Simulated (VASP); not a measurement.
Write the native input for VASP 6.6.1 that does the following.

- Task: single point
- Functional: HSE06
- Potentials or basis: VASP PAW PBE potentials, release 64 (Sr_sv, Bi_d)
- Cutoff: 520 eV
- k mesh: 3 × 3 × 3
- Occupations: gaussian, width 0.1748 eV
- Spin: non-collinear spin, zero start, spin-orbit coupling
- Starting moments: [[0.0, 0.0, 0.0], [0.0, 0.0, 0.0]] μB
- Dipole correction: no
- Exchange at q = 0: truncated
- Grid for exact exchange (PRECFOCK): Normal
- Screening parameter: 0.2079 1/A
- Further INCAR settings: ALGO = Normal; EDIFF = 1e-06; NBANDS = 37

Crystal: SrBi.

```
Sr Bi
1.0
     4.21915    0.00000    0.00000
     0.00000    4.21915    0.00000
     0.00000    0.00000    4.21915
Sr Bi
1 1
Direct
  0.00000 0.00000 0.00000
  0.50000 0.50000 0.50000
```

The cell was built by a generator and needn't be a form met in nature.

The input as run:

POSCAR

```
SrBi
1.0
    4.2191470000      0.0000000000      0.0000000000
    0.0000000000      4.2191470000      0.0000000000
    0.0000000000      0.0000000000      4.2191470000
Sr Bi
1 1
Direct
    0.0000000000      0.0000000000      0.0000000000
    0.5000000000      0.5000000000      0.5000000000
```

INCAR.step1

```
ALGO = Normal
EDIFF = 1E-5
ENCUT = 520
GGA = PE
GGA_COMPAT = False
ISIF = 2
ISMEAR = 0
LASPH = True
LCHARG = False
LNONCOLLINEAR = True
LORBIT = 11
LORBMOM = True
LREAL = False
LSORBIT = True
LWAVE = True
MAGMOM = 0 0 0 0 0 0
NBANDS = 37
NELM = 150
PREC = Accurate
SIGMA = 0.1748
```

INCAR.step2

```
ALGO = Normal
EDIFF = 1E-6
ENCUT = 520
GGA = PE
GGA_COMPAT = False
HFSCREEN = 0.2079
ISIF = 2
ISMEAR = 0
ISTART = 1
LASPH = True
LCHARG = False
LHFCALC = True
LNONCOLLINEAR = True
LORBIT = 11
LORBMOM = True
LREAL = False
LSORBIT = True
LWAVE = False
MAGMOM = 0 0 0 0 0 0
NBANDS = 37
NELM = 150
PREC = Accurate
PRECFOCK = Normal
SIGMA = 0.1748
```

KPOINTS

```
k-points
0
Gamma
  3 3 3
```

Potentials or basis: VASP PAW PBE potentials, release 64 (Sr_sv, Bi_d).

Launch:

```bash
$ cat potpaw_PBE.64/Sr_sv/POTCAR potpaw_PBE.64/Bi_d/POTCAR > POTCAR
$ cp INCAR.step1 INCAR
$ mpirun -np 1 vasp_ncl > vasp.out
$ cp INCAR.step2 INCAR
$ mpirun -np 1 vasp_ncl > vasp.out
```

Results of the run:

```
Pressure                                              : -1.6 GPa
Net moment                                            : 0.22 μB per cell
Valence electrons inside the program's atomic spheres : Sr 8.00; Bi 12.96
```

Caveat: the k mesh is coarse (spacing up to 0.50 Å⁻¹), so the values aren't converged, least of all with exact exchange; the PAW data sets were made with another functional, which shifts forces and pressure a little.

It took 36 min on 1 thread of AMD EPYC 9R45 (Zen 5), with other jobs on the host, peak memory 0.39 GiB.
